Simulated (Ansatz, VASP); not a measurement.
**Li4FeN2: VASP beside Ansatz**

The input INCAR:

```
SYSTEM = Li4FeN2
PREC     = Accurate       ! precision mode
ENCUT    = 520            ! plane-wave cutoff, eV
EDIFF    = 1E-7           ! SCF threshold, eV
ISMEAR   = -1             ! smearing method
SIGMA    = 0.05           ! smearing width, eV
LREAL    = .FALSE.        ! projectors in reciprocal space
LASPH    = .TRUE.         ! aspherical terms in the spheres
NELM     = 100            ! most SCF steps
ALGO     = Normal         ! electronic algorithm
ISIF     = 2              ! what is computed and relaxed
LWAVE    = .FALSE.        ! write WAVECAR
LCHARG   = .FALSE.        ! write CHGCAR
ISPIN    = 2              ! spin polarisation
MAGMOM   = 3 0 0 0 0 0 0  ! initial moments
LORBIT   = 11             ! projections on sites
LMAXMIX  = 4              ! l up to which the mixer works
GGA      = PE             ! functional
NBANDS   = 28             ! bands
```

KPOINTS

```
Automatic mesh
0
G
  9 9 9
  0 0 0
```

File POSCAR:

```
Li4FeN2
1.0
   -1.7911611924      3.1413957094      4.0467899949
    1.7911611924     -3.1413957094      4.0467899949
    1.7911611924      3.1413957094     -4.0467899949
Fe N Li
1 2 4
Direct
    0.0000000000      0.0000000000      0.0000000000
    0.2231970000      0.2231970000      0.0000000000
    0.7768030000      0.7768030000      0.0000000000
    0.9174160000      0.2516560000      0.6657600000
    0.0825840000      0.7483440000      0.3342400000
    0.4141040000      0.7483440000      0.6657600000
    0.5858960000      0.2516560000      0.3342400000
```

File input.yaml:

```yaml
crystal:
  lattice:
    - [-1.7911611924, 3.1413957094, 4.0467899949]
    - [1.7911611924, -3.1413957094, 4.0467899949]
    - [1.7911611924, 3.1413957094, -4.0467899949]
  atoms:
    - { symbol: Fe, position: [0.0, 0.0, 0.0], spin: 3.0 }
    - { symbol: "N", position: [0.223197, 0.223197, 0.0] }
    - { symbol: "N", position: [0.776803, 0.776803, 0.0] }
    - { symbol: Li, position: [0.917416, 0.251656, 0.66576] }
    - { symbol: Li, position: [0.082584, 0.748344, 0.33424] }
    - { symbol: Li, position: [0.414104, 0.748344, 0.66576] }
    - { symbol: Li, position: [0.585896, 0.251656, 0.33424] }
hamiltonian:
  xc: pbe
  pseudopotentials: { kind: paw }
magnetization:
  spin_polarized: true
kpoints:
  mp_grid: { grid: [9, 9, 9] }
scf:
  occupations: { method: fermi_dirac, width: 0.05 }
output:
  forces: true
  stress: true
  eigenvalues: true
  write_density: true
  write_potential: true
  elf: true
  volumetric_format: npy
```

Change from the starting cell: volume scaled by 0.98.

Alike in both runs: task single point; functional PBE; k mesh 9 × 9 × 9; occupations fermi-dirac, width 0.05 eV; collinear spin, ferromagnetic start.

|  | VASP | Ansatz |
| --- | --- | --- |
| version | VASP 6.6.1 | Ansatz 0.2.0 |
| potentials or method | VASP PAW PBE potentials, release 64 (Fe, N, Li_sv) | Ansatz PAW |
| plane-wave cutoff (eV) | 520 | 420 |
| valence electrons in the cell | 30 | 38 |

|  | VASP | Ansatz | Ansatz less VASP |
| --- | --- | --- | --- |
| gap on the k mesh at the Fermi level (eV) | none | none | - |
| rms of the force components (eV/Å) | 0.079 | 0.056 | -0.0230 |
| net moment per atom (μB) | 0.51 | 0.51 | +0.004 |
| size of the moment on the site where the two differ most (μB) | 3.00 | 2.62 | -0.384 |

Site moments also hang on the region over which each program counts them. Atom by atom the forces differ by 0.028 eV/Å (rms over components). A gap of «none» marks a metal or a gap that the smearing closes. The two sets of potentials don't hold the same shells in valence.

Caveats: a cell with one magnetic atom can't hold antiferromagnetic order, which such compounds often take.
